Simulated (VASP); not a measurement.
Output of a VASP run:

OUTCAR:
```
 ion  position               nearest neighbor table
   1  0.000  0.000  0.000-
  LATTYP: Found a face centered cubic cell.
 ALAT       =     5.5726002418
 Subroutine PRICEL returns:
 Original cell was already a primitive cell.
 Subroutine GETGRP returns: Found 48 space group operations
The static configuration has the point symmetry O_h .
The dynamic configuration has the point symmetry O_h .
 Subroutine INISYM returns: Found 48 space group operations
 Subroutine IBZKPT returns following result:
 Found     84 irreducible k-points:

 Following reciprocal coordinates:
            Coordinates               Weight
  0.000000  0.000000  0.000000      1.000000
  0.076923  0.000000  0.000000      8.000000
  0.153846  0.000000  0.000000      8.000000
  0.230769  0.000000  0.000000      8.000000
  0.307692  0.000000  0.000000      8.000000
  0.384615  0.000000  0.000000      8.000000
  0.461538  0.000000  0.000000      8.000000
  0.076923  0.076923  0.000000      6.000000
  0.153846  0.076923  0.000000     24.000000
  0.230769  0.076923  0.000000     24.000000
  0.307692  0.076923  0.000000     24.000000
  0.384615  0.076923  0.000000     24.000000
  0.461538  0.076923  0.000000     24.000000
 -0.461538  0.076923  0.000000     24.000000
 -0.384615  0.076923  0.000000     24.000000
 -0.307692  0.076923  0.000000     24.000000
 -0.230769  0.076923  0.000000     24.000000
 -0.153846  0.076923  0.000000     24.000000
 -0.076923  0.076923  0.000000     12.000000
  0.153846  0.153846  0.000000      6.000000
  0.230769  0.153846  0.000000     24.000000
  0.307692  0.153846  0.000000     24.000000
  0.384615  0.153846  0.000000     24.000000
  0.461538  0.153846  0.000000     24.000000
 -0.461538  0.153846  0.000000     24.000000
 -0.384615  0.153846  0.000000     24.000000
 -0.307692  0.153846  0.000000     24.000000
 -0.230769  0.153846  0.000000     24.000000
 -0.153846  0.153846  0.000000     12.000000
  0.230769  0.230769  0.000000      6.000000
  0.307692  0.230769  0.000000     24.000000
  0.384615  0.230769  0.000000     24.000000
  0.461538  0.230769  0.000000     24.000000
 -0.461538  0.230769  0.000000     24.000000
 -0.384615  0.230769  0.000000     24.000000
 -0.307692  0.230769  0.000000     24.000000
 -0.230769  0.230769  0.000000     12.000000
  0.307692  0.307692  0.000000      6.000000
  0.384615  0.307692  0.000000     24.000000
  0.461538  0.307692  0.000000     24.000000
   k-points           NKPTS =     84   k-points in BZ     NKDIM =     84   number of bands    NBANDS=      9
   number of dos      NEDOS =    601   number of ions     NIONS =      1
   total plane-waves  NPLWV =  21952
   dimension x,y,z NGX =    28 NGY =   28 NGZ =   28
   dimension x,y,z NGXF=    56 NGYF=   56 NGZF=   56
   ions per type =               1
   PREC   = accura    normal or accurate (medium, high low for compatibility)
   ISTART =      0    job   : 0-new  1-cont  2-samecut
   ICHARG =      2    charge: 1-file 2-atom 10-const
   ISPIN  =      1    spin polarized calculation?
   LNONCOLLINEAR =      F non collinear calculations
   LSORBIT =      F    spin-orbit coupling
   INIWAV =      1    electr: 0-lowe 1-rand  2-diag
   ENCUT  =  400.0 eV  29.40 Ry    5.42 a.u.   6.43  6.43  6.43*2*pi/ulx,y,z
   NELM   =    100;   NELMIN=  2; NELMDL= -5     # of ELM steps
   EDIFF  = 0.1E-06   stopping-criterion for ELM
   LREAL  =      F    real-space projection
   NLSPLINE    = F    spline interpolate recip. space projectors
   LMAXMIX     =    2 max onsite mixed and CHGCAR
   VOSKOWN=      0    Vosko Wilk Nusair interpolation
   EDIFFG = 0.1E-05   stopping-criterion for IOM
   NSW    =      0    number of steps for IOM
   NBLOCK =      1;   KBLOCK =      1    inner block; outer block
   IBRION =     -1    ionic relax: 0-MD 1-quasi-New 2-CG
   NFREE  =      0    steps in history (QN), initial steepest desc. (CG)
...
```

File OSZICAR:
```
       N       E                     dE             d eps       ncg     rms          rms(c)
DAV:   1     0.496052883561E+02    0.49605E+02   -0.46869E+03  1512   0.854E+02
DAV:   2    -0.770243486223E+01   -0.57308E+02   -0.57133E+02  1578   0.219E+02
DAV:   3    -0.914175674250E+01   -0.14393E+01   -0.14313E+01  2429   0.339E+01
DAV:   4    -0.920045096363E+01   -0.58694E-01   -0.58947E-01  2272   0.501E+00
DAV:   5    -0.920192323599E+01   -0.14723E-02   -0.14812E-02  2538   0.511E-01    0.634E-01
DAV:   6    -0.687302172266E+01    0.23289E+01   -0.35613E+00  1570   0.159E+01    0.231E+00
DAV:   7    -0.709139990236E+01   -0.21838E+00   -0.14336E-01  1989   0.330E+00    0.258E+00
DAV:   8    -0.698514138616E+01    0.10626E+00   -0.20204E-02  1781   0.186E+00    0.211E+00
DAV:   9    -0.694140462897E+01    0.43737E-01   -0.36735E-01  1972   0.619E+00    0.566E-01
DAV:  10    -0.696836566119E+01   -0.26961E-01   -0.78348E-02  2114   0.210E+00    0.183E-01
DAV:  11    -0.694720174618E+01    0.21164E-01   -0.32594E-03  1847   0.450E-01    0.182E-01
DAV:  12    -0.703890291224E+01   -0.91701E-01   -0.60635E-02  1548   0.175E+00    0.523E-01
DAV:  13    -0.703426093947E+01    0.46420E-02   -0.80493E-03  1536   0.101E+00    0.361E-01
DAV:  14    -0.703447750728E+01   -0.21657E-03   -0.91779E-03  1541   0.626E-01    0.203E-01
DAV:  15    -0.703040786779E+01    0.40696E-02   -0.36050E-03  1536   0.526E-01    0.167E-01
DAV:  16    -0.703013749971E+01    0.27037E-03   -0.24619E-04  2050   0.191E-01    0.111E-01
DAV:  17    -0.703012971754E+01    0.77822E-05   -0.63859E-05  2157   0.813E-02    0.101E-01
DAV:  18    -0.703002798545E+01    0.10173E-03   -0.75517E-05  1583   0.847E-02    0.730E-02
DAV:  19    -0.702995718070E+01    0.70805E-04   -0.66108E-05  1543   0.942E-02    0.643E-02
DAV:  20    -0.702991818065E+01    0.39000E-04   -0.51323E-05  1708   0.841E-02    0.414E-02
DAV:  21    -0.702989575575E+01    0.22425E-04   -0.55806E-05  1862   0.843E-02    0.193E-02
DAV:  22    -0.702989589639E+01   -0.14064E-06   -0.16258E-05  2061   0.316E-02    0.683E-03
DAV:  23    -0.702989470245E+01    0.11939E-05   -0.33243E-06  1879   0.185E-02    0.282E-03
DAV:  24    -0.702989818977E+01   -0.34873E-05   -0.77585E-07  1978   0.937E-03    0.150E-03
DAV:  25    -0.702989716902E+01    0.10207E-05   -0.19297E-07  1616   0.512E-03    0.733E-04
DAV:  26    -0.702989701367E+01    0.15535E-06   -0.40695E-08  1491   0.208E-03    0.408E-04
DAV:  27    -0.702989662826E+01    0.38542E-06   -0.84836E-09   829   0.128E-03    0.264E-04
DAV:  28    -0.702989657236E+01    0.55896E-07   -0.41609E-09   811   0.686E-04
   1 F= -.70298966E+01 E0= -.70298966E+01  d E =0.000000E+00
       N       E                     dE             ncg
```

**OUTCAR**
```
------------------------ aborting loop because EDIFF is reached ----------------------------------------
  FORCE on cell =-STRESS in cart. coord.  units (eV):
  Direction    XX          YY          ZZ          XY          YZ          ZX
  --------------------------------------------------------------------------------------
  Total       -0.0210723     -0.0210723     -0.0210723     -0.0000000      0.0000000     -0.0000000
  in kB       -0.7803854     -0.7803854     -0.7803854     -0.0000000      0.0000000     -0.0000000
  external PRESSURE =      -0.7803854 kB  Pullay stress =       0.0000000 kB
  volume of cell :       43.26
      direct lattice vectors                 reciprocal lattice vectors
     0.000000000  2.786300121  2.786300121    -0.179449441  0.179449441  0.179449441
     2.786300121  0.000000000  2.786300121     0.179449441 -0.179449441  0.179449441
     2.786300121  2.786300121  0.000000000     0.179449441  0.179449441 -0.179449441
 POSITION                                       TOTAL-FORCE (eV/Angst)
 -----------------------------------------------------------------------------------
      0.00000      0.00000      0.00000        -0.000000     -0.000000     -0.000000
 -----------------------------------------------------------------------------------
    total drift:                               -0.000000     -0.000000     -0.000000
  FREE ENERGIE OF THE ION-ELECTRON SYSTEM (eV)
  ---------------------------------------------------
  free  energy   TOTEN  =        -7.0298965724 eV

  energy  without entropy=       -7.0298965724  energy(sigma->0) =       -7.02989657

 total charge

# of ion       s       p       d       tot
------------------------------------------
    1        2.072   5.839   0.139   8.050
```
(Selected blocks of OUTCAR.)

### POSCAR
```
Ca
1
   -0.0000000000     2.7863001209     2.7863001209
    2.7863001209     0.0000000000     2.7863001209
    2.7863001209     2.7863001209     0.0000000000
Ca
1
Direct
  0.0000000000   0.0000000000   1.0000000000
```

Problem. Reconstruct the remaining input files.

Solution. One answer among several that fit: the input of the run itself, r2SCAN meta-GGA, plane waves, VASP's PBE PAW potentials (set 64).

INCAR:
```
ALGO = Normal
EDIFF = 1E-7
ENCUT = 400
ISIF = 2
ISMEAR = -5
LASPH = T
LCHARG = F
LMIXTAU = T
LORBIT = 11
LREAL = F
LWAVE = F
METAGGA = R2SCAN
NEDOS = 601
NELM = 100
PREC = Accurate
SYSTEM = Ca
```

**KPOINTS_OPT**
```
k-points along high-symmetry lines
10
Line-mode
Reciprocal
  0.000000   0.000000   0.000000 ! GAMMA
  0.500000   0.000000   0.500000 ! X

  0.500000   0.000000   0.500000 ! X
  0.625000   0.250000   0.625000 ! U

  0.375000   0.375000   0.750000 ! K
  0.000000   0.000000   0.000000 ! GAMMA

  0.000000   0.000000   0.000000 ! GAMMA
  0.500000   0.500000   0.500000 ! L

  0.500000   0.500000   0.500000 ! L
  0.500000   0.250000   0.750000 ! W

  0.500000   0.250000   0.750000 ! W
  0.500000   0.000000   0.500000 ! X
```

**KPOINTS**
```
kpoints
0
Gamma
 13 13 13
0 0 0
```

POTCAR, in this order: Ca_sv (PBE.64 set). Program: vasp_std.

For a metal the tetrahedron method with Blöchl corrections gives inexact stress and forces.

The compound is Ca in the fcc structure. It was relaxed first.
